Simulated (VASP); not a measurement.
Consider the following.

```
CELL_PARAMETERS angstrom
      0.00000     2.67870     2.67870
      2.67870     0.00000     2.67870
      2.67870     2.67870     0.00000
ATOMIC_POSITIONS crystal
  Co 0.00000 0.00000 0.00000
  Si 0.25000 0.25000 0.25000
  Si 0.75000 0.75000 0.75000
```

These are PBE GGA, VASP's PBE PAW potentials (set 64) (plane waves; VASP 6.6.1) values and carry that method's errors. Numerical set-up: 480 eV cut-off, 10×10×10 Γ-centred mesh, first-order Methfessel-Paxton smearing of 0.10 eV, potentials Co Si.

Question: The ions, cell shape and volume at an external pressure of 2.0 GPa are relaxed. Give the cell that the relaxation ends in.

Answer: 
```
CELL_PARAMETERS angstrom
      0.00000     2.66927     2.66927
      2.66927     0.00000     2.66927
      2.66927     2.66927     0.00000
ATOMIC_POSITIONS crystal
  Co 0.00000 0.00000 0.00000
  Si 0.25000 0.25000 0.25000
  Si 0.75000 0.75000 0.75000
```
Space group Fm-3m (225), at a tolerance of 0.03 Å.

Question: How do energy and volume change from the first to the last step?

Answer: The energy (σ→0) changes by +0.9 meV/atom and the volume by -1.1 %, in 3 ionic steps.

The compound is CoSi2 in the fluorite structure. This run relaxes it under an external pressure of 2 GPa. Symmetry was kept, so distortions that lower it aren't found. The run is not spin-polarised, so no magnetic state was tried. The electron count is odd and the run is not spin-polarised, which forces a metal.
